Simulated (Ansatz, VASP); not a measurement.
# MoS2 in two plane-wave programs, part 2 of 3

Wanted: the spread between two codes on one cell, functional and k mesh.

VASP 6.6.1 and Ansatz 0.2.0.

So far: Set-up; Ansatz: band structure, LDA; VASP: band structure, LDA.

The database entry behind the starting cell differs from later determinations by our own check (about 0.3 % long), so it need not match the best structure at ambient conditions.

### Step 4. Comparison

Known differences besides the potentials themselves: the two LDA forms differ slightly; the cutoff is 420 eV in Ansatz and 400 eV in VASP; Ansatz makes its cores anew for this functional, VASP keeps those of its PBE data sets; VASP's log shows a relativistic correction to its local exchange, Ansatz's none. Total energies have different zeros and are not compared.

Both answers:

```csv
quantity,Ansatz,VASP,difference
pressure (GPa),-5.67,-5.37,-0.30
gap over the path points (eV),0.797,0.809,-0.011
```

Forces (eV/Å; atoms numbered as in POSCAR):

```csv
atom,"Ansatz x, y, z","VASP x, y, z"
Mo1,"0.000, 0.000, 0.000","0.000, 0.000, 0.000"
Mo2,"0.000, 0.000, 0.000","0.000, 0.000, 0.000"
S3,"0.000, 0.000, 0.474","0.000, 0.000, 0.410"
S4,"0.000, 0.000, 0.474","0.000, 0.000, 0.410"
S5,"0.000, 0.000, -0.474","0.000, 0.000, -0.410"
S6,"0.000, 0.000, -0.474","0.000, 0.000, -0.410"
```

Levels at points of the path, from each program's valence-band top (eV; 4 filled, then empty):

```csv
k (reciprocal lattice),Ansatz,VASP
0.000 0.000 0.000,-2.14 -1.20 -1.16 0.00 2.08 2.08 2.11,-2.13 -1.20 -1.16 0.00 2.09 2.09 2.12
0.133 0.000 0.000,-2.03 -1.20 -1.03 -0.52 1.68 1.83 1.96,-2.03 -1.19 -1.03 -0.52 1.69 1.85 1.97
0.300 0.000 0.000,-2.12 -1.86 -1.77 -1.55 1.21 1.48 1.67,-2.12 -1.86 -1.77 -1.54 1.22 1.49 1.68
0.467 0.000 0.000,-1.73 -1.53 -1.48 -1.30 1.56 1.61 1.91,-1.73 -1.53 -1.47 -1.30 1.57 1.62 1.92
0.467 0.067 0.000,-2.11 -1.89 -1.28 -1.12 1.58 1.63 1.96,-2.10 -1.89 -1.27 -1.11 1.59 1.64 1.97
0.411 0.178 0.000,-2.78 -2.33 -1.10 -0.91 1.39 1.49 2.25,-2.79 -2.33 -1.10 -0.90 1.40 1.50 2.27
0.356 0.289 0.000,-2.77 -2.54 -0.85 -0.68 1.06 1.08 1.77,-2.78 -2.55 -0.85 -0.67 1.07 1.10 1.79
0.289 0.289 0.000,-2.76 -2.38 -1.00 -0.84 1.16 1.30 1.83,-2.77 -2.38 -0.99 -0.83 1.17 1.31 1.85
0.178 0.178 0.000,-1.80 -1.68 -1.51 -1.49 0.80 1.61 1.72,-1.80 -1.69 -1.51 -1.49 0.81 1.62 1.73
0.067 0.067 0.000,-1.98 -1.19 -0.98 -0.39 1.80 1.83 1.95,-1.97 -1.19 -0.98 -0.39 1.81 1.85 1.97
```

The forces differ by 30 meV/Å r.m.s., which is 15.7 % of the r.m.s. force of 0.19 eV/Å (both taken over all components). Among the levels compared at these points, filled levels agree within 11 meV and empty ones within 22 meV.

### Step 5. Further runs

Further runs change the set-up of one program: Ansatz's method, potentials or start, or VASP's data sets, cutoff or form of LDA. The table gives Ansatz less VASP for each quantity, since a change that brings one quantity closer may part another.

```csv
run,r.m.s. force difference (meV/Å),pressure (GPa),gap over the path points (eV)
as above,30,-0.30,-0.011
cores kept as stored,22,-0.16,-0.013
Ansatz's all-electron LAPW method,28,-0.25,-0.0083
Ansatz's larger PAW set (cutoff 640 eV),28,-0.26,-0.0083
norm-conserving potentials (cutoff 1088 eV),26,-0.21,-0.0065
```

### Step 6. Ansatz: band structure, PBE

The same path points are solved in both programs, so levels can be compared one by one.

input.yaml

```yaml
crystal:
  lattice:
    - [3.169, 0.0, 0.0]
    - [-1.5845, 2.7444345046, 0.0]
    - [0.0, 0.0, 12.324]
  atoms:
    - { symbol: Mo, position: [0.3333333333, 0.6666666667, 0.25] }
    - { symbol: Mo, position: [0.6666666667, 0.3333333333, 0.75] }
    - { symbol: S, position: [0.3333333333, 0.6666666667, 0.623] }
    - { symbol: S, position: [0.6666666667, 0.3333333333, 0.123] }
    - { symbol: S, position: [0.3333333333, 0.6666666667, 0.877] }
    - { symbol: S, position: [0.6666666667, 0.3333333333, 0.377] }
hamiltonian:
  xc: pbe
  pseudopotentials: { kind: paw }
kpoints:
  mp_grid: { grid: [5, 5, 2] }
  band_path:
    path:
      - [0.0, 0.0, 0.0]
      - [0.13333, 0.0, 0.0]
      - [0.3, 0.0, 0.0]
      - [0.46667, 0.0, 0.0]
      - [0.46667, 0.06667, 0.0]
      - [0.41111, 0.17778, 0.0]
      - [0.35556, 0.28889, 0.0]
      - [0.28889, 0.28889, 0.0]
      - [0.17778, 0.17778, 0.0]
      - [0.06667, 0.06667, 0.0]
      - [0.0, 0.0, 0.03333]
      - [0.0, 0.0, 0.2]
      - [0.0, 0.0, 0.36667]
      - [0.0, 0.0, 0.5]
      - [0.16667, 0.0, 0.5]
      - [0.3, 0.0, 0.5]
      - [0.46667, 0.0, 0.5]
      - [0.46667, 0.06667, 0.5]
      - [0.41111, 0.17778, 0.5]
      - [0.35556, 0.28889, 0.5]
      - [0.28889, 0.28889, 0.5]
      - [0.17778, 0.17778, 0.5]
      - [0.06667, 0.06667, 0.5]
      - [0.5, 0.0, 0.46667]
      - [0.5, 0.0, 0.3]
      - [0.5, 0.0, 0.13333]
      - [0.33333, 0.33333, 0.0]
      - [0.33333, 0.33333, 0.16667]
      - [0.33333, 0.33333, 0.33333]
      - [0.33333, 0.33333, 0.5]
    npoints: 1
scf:
  occupations: { method: gaussian, width: 0.02 }
  n_extra_bands: 9
output:
  forces: true
  stress: true
  eigenvalues: true
```

Command:

```sh
> ansatz run input.yaml --threads 4 --pin off --max-ram 9216MiB --backend cpu --events-out ev --progress --plain --runs-dir out
```

Numbers of over 12 decimals in the logs are rounded to 6 here.

The program printed:

```text
[...]
Crystal: 6 atoms, lattice volume = 107.183 Å³
Basis set: ecut = 420 eV, 2081 PW (Γ), exchange–correlation on 48×48×180 points (8 copies of the dense FFT grid, shifted against one another)
Bands: 35, of which v1, the nominal top of the filled ones, is band 26 counted from 1 (25 counted from 0)
Symmetry: 24 space group operations
[...]
k-points: 10 of 50
[...]
k-point 0: bands = [... 22 lower, 8.7659, 9.7120, 9.7484, 10.8958, 12.9938, 12.9938, 13.0219, 13.0219, ... 5 higher]
  k-point 1: bands = [... 22 lower, 8.7426, 8.7426, 10.6294, 10.6294, 12.9992, 12.9992, 12.9992, 12.9992, ... 5 higher]
  k-point 2: bands = [... 22 lower, 8.7628, 9.5741, 9.6310, 9.8528, 12.2111, 12.6319, 12.8028, 12.8534, ... 5 higher]
  k-point 9: bands = [... 22 lower, 8.2495, 8.2495, 9.9669, 9.9669, 12.2962, 12.2962, 13.3034, 13.3034, ... 5 higher]
[key lines of the parts left out:]
SCF converged after 7 iterations
Free energy (F): -13525.541647 eV
Fermi energy:    11.358798 eV
P = ⅓ Tr σ = 1.9916 GPa (19.916 kbar)
```

Wall time 1.5 s (4 threads of Arm Neoverse V1, shared host); peak memory 0.4 GiB; 5.5 s of CPU time.

### Step 7. VASP: band structure, PBE

The same cell, functional, mesh and smearing now go to VASP, with its own data sets and cutoff.

INCAR

```
SYSTEM = MoS2
PREC = Accurate
ENCUT = 400
EDIFF = 1E-06
NELM = 100
ISMEAR = 0
SIGMA = 0.02
LREAL = .FALSE.
ALGO = Normal
GGA = PE
NBANDS = 42
LASPH = .TRUE.
LORBIT = 11
LWAVE = .FALSE.
LCHARG = .FALSE.
KPAR = 4
NCORE = 2
```

POSCAR

```
MoS2
1.0
    3.1690000000      0.0000000000      0.0000000000
   -1.5845000000      2.7444345046      0.0000000000
    0.0000000000      0.0000000000     12.3240000000
Mo S
2 4
Direct
    0.3333333333      0.6666666667      0.2500000000
    0.6666666667      0.3333333333      0.7500000000
    0.3333333333      0.6666666667      0.6230000000
    0.6666666667      0.3333333333      0.1230000000
    0.3333333333      0.6666666667      0.8770000000
    0.6666666667      0.3333333333      0.3770000000
```

KPOINTS

```
Automatic mesh
0
Gamma
5 5 2
0 0 0
```

KPOINTS_OPT

```
Line mode
16
Line-mode
Reciprocal
  0.00000000   0.00000000   0.00000000 GAMMA
  0.50000000   0.00000000   0.00000000 M

  0.50000000   0.00000000   0.00000000 M
  0.33333333   0.33333333   0.00000000 K

  0.33333333   0.33333333   0.00000000 K
  0.00000000   0.00000000   0.00000000 GAMMA

  0.00000000   0.00000000   0.00000000 GAMMA
  0.00000000   0.00000000   0.50000000 A

  0.00000000   0.00000000   0.50000000 A
  0.50000000   0.00000000   0.50000000 L

  0.50000000   0.00000000   0.50000000 L
  0.33333333   0.33333333   0.50000000 H

  0.33333333   0.33333333   0.50000000 H
  0.00000000   0.00000000   0.50000000 A

  0.50000000   0.00000000   0.50000000 L
  0.50000000   0.00000000   0.00000000 M

  0.33333333   0.33333333   0.00000000 K
  0.33333333   0.33333333   0.50000000 H
```

PAW data sets: Mo_sv and S (PBE family, release 64).

Command:

```sh
> mpirun -np 8 vasp_std
```

The program printed:

```text
[banner, memory and clock lines left out]
running    8 mpi-ranks, on    1 nodes
[...]
LDA part: xc-table for (Slater+PW92), standard interpolation
 POSCAR, INCAR and KPOINTS ok, starting setup
[...]
entering main loop
       N       E                     dE             d eps       ncg     rms          rms(c)
DAV:   1     0.369086238262E+03    0.36909E+03   -0.24874E+04   920   0.956E+02
DAV:   2    -0.300046183663E+02   -0.39909E+03   -0.38329E+03  1026   0.292E+02
DAV:   3    -0.463391090122E+02   -0.16334E+02   -0.16112E+02  1016   0.560E+01
DAV:   4    -0.465655373900E+02   -0.22643E+00   -0.22610E+00  1056   0.698E+00
[...]
DAV:  13    -0.436086172377E+02   -0.15877E-04   -0.10165E-04   910   0.432E-02    0.106E-02
DAV:  14    -0.436086192646E+02   -0.20269E-05   -0.78178E-06   934   0.116E-02    0.886E-03
DAV:  15    -0.436086198248E+02   -0.56022E-06   -0.19687E-06   808   0.555E-03
   1 F= -.43608620E+02 E0= -.43608620E+02  d E =-.161704E-49
 Start KPOINTS_OPT (optional k-point list driver)
k-point batch [1-10\144]
       N       E                     dE             ncg
DAV:   1    -0.516660509746E+03   -0.42897E+04      928
DAV:   2    -0.464389562029E+04   -0.41272E+04     1028
DAV:   3    -0.480952730543E+04   -0.16563E+03     1008
DAV:   4    -0.481204189846E+04   -0.25146E+01     1024
DAV:   5    -0.481209054839E+04   -0.48650E-01     1008
DAV:   6    -0.481209188079E+04   -0.13324E-02     1104
DAV:   7    -0.481209191690E+04   -0.36110E-04     1008
DAV:   8    -0.481209191809E+04   -0.11920E-05      800
DAV:   9    -0.481209191817E+04   -0.75575E-07      680
[...]
k-point batch [141-144\144]
       N       E                     dE             ncg
DAV:   1     0.113822709748E+05   -0.80726E+04      368
DAV:   2     0.983296172649E+04   -0.15493E+04      384
DAV:   3     0.977075823475E+04   -0.62203E+02      422
DAV:   4     0.976997165460E+04   -0.78658E+00      384
DAV:   5     0.976995889154E+04   -0.12763E-01      400
DAV:   6     0.976995858975E+04   -0.30179E-03      400
DAV:   7     0.976995858296E+04   -0.67881E-05      400
DAV:   8     0.976995858280E+04   -0.16662E-06      272
```

OUTCAR, selected parts (step 7):

```text
  Total        0.9737300      0.9737300      1.2389715      0.0000000      0.0000000      0.0000000
  in kB       14.5553386     14.5553386     18.5201748      0.0000000      0.0000000      0.0000000
  external PRESSURE =      15.8769507 kB  Pullay stress =       0.0000000 kB

 POSITION                                       TOTAL-FORCE (eV/Angst)
 -----------------------------------------------------------------------------------
     -0.00000      1.82962      3.08100        -0.000000     -0.000000      0.000000
      1.58450      0.91481      9.24300         0.000000      0.000000      0.000000
     -0.00000      1.82962      7.67785         0.000000      0.000000      0.068073
      1.58450      0.91481      1.51585        -0.000000      0.000000      0.068073
     -0.00000      1.82962     10.80815         0.000000      0.000000     -0.068073
      1.58450      0.91481      4.64615        -0.000000     -0.000000     -0.068073
 -----------------------------------------------------------------------------------
    total drift:                               -0.000000      0.000000     -0.000000

  FREE ENERGIE OF THE ION-ELECTRON SYSTEM (eV)
  ---------------------------------------------------
  free  energy   TOTEN  =       -43.6086198248 eV

  energy  without entropy=      -43.6086198248  energy(sigma->0) =      -43.60861982

[... 2 parts as in an earlier step ...]

[... 1 further part left out ...]
[key lines of the parts left out:]
E-fermi :   7.6902
```

The run ends at a pressure of 1.59 GPa, with forces up to 0.068 eV/Å.

### Step 8. Differences

Both answers:

```csv
quantity,Ansatz,VASP,difference
pressure (GPa),1.99,1.59,+0.40
gap over the path points (eV),0.873,0.887,-0.014
```

Forces (eV/Å; atoms numbered as in POSCAR):

```csv
atom,"Ansatz x, y, z","VASP x, y, z"
Mo1,"0.000, 0.000, 0.000","0.000, 0.000, 0.000"
Mo2,"0.000, 0.000, 0.000","0.000, 0.000, 0.000"
S3,"0.000, 0.000, 0.059","0.000, 0.000, 0.068"
S4,"0.000, 0.000, 0.059","0.000, 0.000, 0.068"
S5,"0.000, 0.000, -0.059","0.000, 0.000, -0.068"
S6,"0.000, 0.000, -0.059","0.000, 0.000, -0.068"
```

Levels at points of the path, from each program's valence-band top (eV; 4 filled, then empty):

```csv
k (reciprocal lattice),Ansatz,VASP
0.000 0.000 0.000,-2.13 -1.18 -1.15 0.00 2.10 2.10 2.13,-2.12 -1.18 -1.14 0.00 2.11 2.11 2.14
0.133 0.000 0.000,-2.02 -1.15 -1.06 -0.51 1.72 1.88 1.97,-2.01 -1.14 -1.06 -0.51 1.73 1.89 1.98
0.300 0.000 0.000,-2.12 -1.88 -1.73 -1.52 1.28 1.51 1.69,-2.11 -1.88 -1.72 -1.51 1.29 1.52 1.70
0.467 0.000 0.000,-1.74 -1.55 -1.45 -1.28 1.58 1.64 1.95,-1.73 -1.54 -1.44 -1.28 1.60 1.65 1.97
0.467 0.067 0.000,-2.11 -1.90 -1.26 -1.11 1.61 1.65 2.00,-2.10 -1.89 -1.25 -1.09 1.63 1.67 2.02
0.411 0.178 0.000,-2.79 -2.34 -1.07 -0.89 1.42 1.52 2.34,-2.80 -2.35 -1.05 -0.87 1.43 1.54 2.35
0.356 0.289 0.000,-2.79 -2.57 -0.82 -0.65 1.09 1.11 1.88,-2.80 -2.57 -0.80 -0.64 1.11 1.13 1.89
0.289 0.289 0.000,-2.78 -2.40 -0.96 -0.81 1.20 1.32 1.93,-2.79 -2.40 -0.94 -0.80 1.21 1.34 1.94
0.178 0.178 0.000,-1.82 -1.70 -1.50 -1.47 0.87 1.64 1.75,-1.81 -1.71 -1.49 -1.46 0.89 1.66 1.76
0.067 0.067 0.000,-1.97 -1.14 -1.01 -0.39 1.83 1.87 1.99,-1.96 -1.13 -1.01 -0.39 1.84 1.88 2.01
```

The forces differ by 4.5 meV/Å r.m.s., which is 14.0 % of the r.m.s. force of 0.03 eV/Å (both taken over all components). Among the levels compared at these points, filled levels agree within 14 meV and empty ones within 19 meV.

### Step 9. VASP: band structure, r2SCANh with an exact-exchange share of 0.1

Levels along a path test the potential and the projectors away from the mesh points.

The run reads the wave functions of an earlier VASP run, which isn't shown here.

INCAR: that of step 7 with these lines changed.

```diff
@@ -9,5 +9,9 @@
 ALGO = Normal
-GGA = PE
-NBANDS = 42
+LHFCALC = .TRUE.
+AEXX = 0.1
+METAGGA = R2SCAN
 LASPH = .TRUE.
+NBANDS = 32
+PRECFOCK = Fast
+HFRCUT = -1
 LORBIT = 11
@@ -16,2 +20 @@
 KPAR = 4
-NCORE = 2
```

POSCAR is that of step 7.

KPOINTS is that of step 7.

KPOINTS_OPT: that of step 7 with these lines changed.

```diff
@@ -1,3 +1,3 @@
 Line mode
-16
+6
 Line-mode
```

Command:

```sh
> mpirun -np 8 vasp_std
```

The program printed:

```text
[banner, memory and clock lines left out]
running    8 mpi-ranks, on    1 nodes
[...]
|                                                                             |
|           W    W    AA    RRRRR   N    N  II  N    N   GGGG   !!!           |
|           W    W   A  A   R    R  NN   N  II  NN   N  G    G  !!!           |
|           W    W  A    A  R    R  N N  N  II  N N  N  G       !!!           |
|           W WW W  AAAAAA  RRRRR   N  N N  II  N  N N  G  GGG   !            |
|           WW  WW  A    A  R   R   N   NN  II  N   NN  G    G                |
|           W    W  A    A  R    R  N    N  II  N    N   GGGG   !!!           |
|                                                                             |
|     For optimal performance we recommend to set                             |
|       NCORE = 2 up to number-of-cores-per-socket                            |
|     NCORE specifies how many cores store one orbital (NPAR=cpu/NCORE).      |
|     This setting can greatly improve the performance of VASP for DFT.       |
[...]
1 F= -.90705104E+02 E0= -.90705104E+02  d E =-.131045E-14
 Start KPOINTS_OPT (optional k-point list driver)
k-point batch [1-10\54]
       N       E                     dE             ncg
DAV:   1    -0.923176632293E+03   -0.12933E+05      736
DAV:   2    -0.535109324154E+04   -0.44279E+04      776
DAV:   3    -0.564453339726E+04   -0.29344E+03      800
DAV:   4    -0.565768284962E+04   -0.13149E+02      824
DAV:   5    -0.565802233088E+04   -0.33948E+00      880
DAV:   6    -0.565803486825E+04   -0.12537E-01      896
DAV:   7    -0.565803530591E+04   -0.43765E-03      824
DAV:   8    -0.565803532354E+04   -0.17633E-04      624
DAV:   9    -0.565803532438E+04   -0.83967E-06      480
[...]
k-point batch [51-54\54]
       N       E                     dE             ncg
DAV:   1     0.102452868253E+05   -0.81258E+04      296
DAV:   2     0.854634953495E+04   -0.16989E+04      304
DAV:   3     0.843198244414E+04   -0.11437E+03      344
DAV:   4     0.842766685189E+04   -0.43156E+01      304
DAV:   5     0.842760773480E+04   -0.59117E-01      328
DAV:   6     0.842760596731E+04   -0.17675E-02      296
DAV:   7     0.842760590141E+04   -0.65901E-04      320
DAV:   8     0.842760589899E+04   -0.24206E-05      232
DAV:   9     0.842760589890E+04   -0.86187E-07      192
```

[end of part 2 of 3]

[Lines on the potential files, build, host, timing and source positions are cut from VASP's logs without a mark.]

[Logs are printed without paths, hosts, clocks, repeated set-up lines and the standing remarks that a program may print on its own settings, such as how far it seeks lower states.]

[Hosts, paths, dates, database ids (printed as entryN), source tags and the programs' standing remarks are cut or masked in the printed files.]
